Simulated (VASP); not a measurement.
Here is the system:

```
Nb
1.0
   -1.62124     1.62124     1.62124
    1.62124    -1.62124     1.62124
    1.62124     1.62124    -1.62124
Nb
1
Direct
  0.00000   0.00000   0.00000
```

Computed with vdW-DF-cx, VASP's PBE PAW potentials (set 64) (plane waves; VASP). Numerical set-up: 520 eV cut-off, 16×16×16 Γ-centred mesh, first-order Methfessel-Paxton smearing of 0.10 eV, potentials Nb_sv.

### Question
Give the stress tensor in GPa (positive for a compressed cell).

### Answer

```
5.58  0.00  0.00
0.00  5.58  0.00
0.00  0.00  5.58
```
The pressure is its mean diagonal, 5.58 GPa.

The compound is Nb in the bcc structure. This cell is one point of a volume scan, at 0.97 of the reference volume.
